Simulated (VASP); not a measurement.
Data:

```
Au
1.0
    0.00000     2.04424     2.04424
    2.04424     0.00000     2.04424
    2.04424     2.04424     0.00000
Au
1
Cartesian
  0.00000   0.00000   0.00000
```

Calculation: SCAN meta-GGA, VASP's PBE PAW potentials (set 64) (plane waves; VASP). Numerical set-up: 520 eV cut-off, 17×17×17 Γ-centred mesh, tetrahedra with Blöchl corrections, potentials Au.

Unless said otherwise, spin-orbit coupling is left out, though it shifts the bands of the heavy elements here.

Predict the energy per atom (σ→0), band gap (over mesh and band path) with the smallest direct gap where there is one.

The band gap (over mesh and band path) is none (metal, semimetal or under 0.01 eV) and the energy per atom (σ→0) is -69.194 eV/atom.

The compound is Au in the fcc structure. It was relaxed first.
